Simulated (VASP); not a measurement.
OSZICAR of a VASP run on GePt₃ (relaxed from the D03 structure, space group Fm-3m):

**OSZICAR**
```
       N       E                     dE             d eps       ncg     rms          rms(c)
DAV:   1     0.180430725676E+03    0.18043E+03   -0.19436E+04  1888   0.306E+03
DAV:   2    -0.140073251904E+03   -0.32050E+03   -0.31116E+03  1646   0.694E+02
DAV:   3    -0.178028260364E+03   -0.37955E+02   -0.36496E+02  1674   0.138E+02
DAV:   4    -0.179577549907E+03   -0.15493E+01   -0.15339E+01  1814   0.282E+01
DAV:   5    -0.179611952772E+03   -0.34403E-01   -0.34377E-01  1792   0.455E+00    0.206E+01
DAV:   6    -0.168487931103E+03    0.11124E+02   -0.75808E+00  1626   0.204E+01    0.120E+01
DAV:   7    -0.168393945694E+03    0.93985E-01   -0.84780E-01  1754   0.685E+00    0.529E+00
DAV:   8    -0.168397135169E+03   -0.31895E-02   -0.65675E-01  1636   0.513E+00    0.254E+00
DAV:   9    -0.168548866681E+03   -0.15173E+00   -0.32891E-01  1628   0.375E+00    0.400E-01
DAV:  10    -0.168584919037E+03   -0.36052E-01   -0.33228E-02  1628   0.130E+00    0.110E-01
DAV:  11    -0.168586142527E+03   -0.12235E-02   -0.13586E-03  1692   0.279E-01    0.704E-02
DAV:  12    -0.168585870662E+03    0.27186E-03   -0.25258E-04  1974   0.147E-01    0.580E-02
DAV:  13    -0.168586117720E+03   -0.24706E-03   -0.29758E-04  1752   0.134E-01    0.899E-03
DAV:  14    -0.168586175834E+03   -0.58114E-04   -0.80460E-05  1630   0.740E-02    0.635E-03
DAV:  15    -0.168586181031E+03   -0.51972E-05   -0.48008E-06  1660   0.200E-02    0.410E-03
DAV:  16    -0.168586179744E+03    0.12865E-05   -0.45959E-06  1668   0.156E-02    0.198E-03
DAV:  17    -0.168586180681E+03   -0.93701E-06   -0.29004E-07   810   0.491E-03
   1 F= -.16858618E+03 E0= -.16858631E+03  d E =-.168586E+03
       N       E                     dE             d eps       ncg     rms          rms(c)
DAV:   1    -0.169172609818E+03   -0.58643E+00   -0.12101E+01  1944   0.395E+01    0.497E+00
DAV:   2    -0.168614340782E+03    0.55827E+00   -0.17754E+00  1606   0.104E+01    0.225E+00
DAV:   3    -0.168584107307E+03    0.30233E-01   -0.10651E-01  2038   0.419E+00    0.141E+00
DAV:   4    -0.168567540629E+03    0.16567E-01   -0.73072E-02  1882   0.251E+00    0.681E-01
DAV:   5    -0.168566091028E+03    0.14496E-02   -0.14214E-02  1614   0.965E-01    0.232E-01
DAV:   6    -0.168565424309E+03    0.66672E-03   -0.37475E-03  2014   0.630E-01    0.900E-02
DAV:   7    -0.168566007779E+03   -0.58347E-03   -0.99847E-04  1612   0.197E-01    0.335E-02
DAV:   8    -0.168566078627E+03   -0.70848E-04   -0.86385E-05  1552   0.772E-02    0.204E-02
DAV:   9    -0.168566100761E+03   -0.22133E-04   -0.19305E-05  1602   0.334E-02    0.309E-03
DAV:  10    -0.168566099716E+03    0.10446E-05   -0.33314E-06  1454   0.197E-02    0.192E-03
DAV:  11    -0.168566101897E+03   -0.21807E-05   -0.17401E-06  1152   0.122E-02    0.677E-04
DAV:  12    -0.168566101963E+03   -0.66367E-07   -0.28579E-07   784   0.518E-03
   2 F= -.16856610E+03 E0= -.16856572E+03  d E =0.200787E-01
       N       E                     dE             d eps       ncg     rms          rms(c)
DAV:   1    -0.168866542037E+03   -0.30044E+00   -0.53899E+00  1936   0.249E+01    0.352E+00
DAV:   2    -0.168614290767E+03    0.25225E+00   -0.77377E-01  1614   0.702E+00    0.130E+00
DAV:   3    -0.168600216318E+03    0.14074E-01   -0.50314E-02  2006   0.302E+00    0.818E-01
DAV:   4    -0.168593422425E+03    0.67939E-02   -0.28176E-02  1920   0.156E+00    0.395E-01
DAV:   5    -0.168592772526E+03    0.64990E-03   -0.44557E-03  1610   0.549E-01    0.149E-01
DAV:   6    -0.168592425000E+03    0.34753E-03   -0.13352E-03  2034   0.381E-01    0.455E-02
DAV:   7    -0.168592576749E+03   -0.15175E-03   -0.38568E-04  1668   0.117E-01    0.236E-02
DAV:   8    -0.168592600790E+03   -0.24041E-04   -0.37320E-05  1538   0.465E-02    0.117E-02
DAV:   9    -0.168592595875E+03    0.49147E-05   -0.67973E-06  1652   0.201E-02    0.224E-03
DAV:  10    -0.168592596305E+03   -0.42966E-06   -0.90247E-07   844   0.107E-02
   3 F= -.16859260E+03 E0= -.16859256E+03  d E =-.641562E-02
```

Q: Which electronic solver shows in the log?

A: It is blocked Davidson (ALGO = Normal, or the opening steps of other solvers). The INCAR had ALGO = Normal.

Q: Can the final energy be trusted as converged?

A: The calculation finished and met its thresholds. It stopped with EDIFF = 1E-6, NELM = 100, NSW = 60 and EDIFFG = -0.02 after 3 ionic steps (r2SCAN meta-GGA, plane waves, VASP's PBE PAW potentials (set 64)).

The structure was generated: GePt3 was put into the D03 type (Fm-3m), which need not be its known phase. This run relaxes it. Symmetry was kept, so distortions that lower it aren't found. The start is the result of an earlier pass.
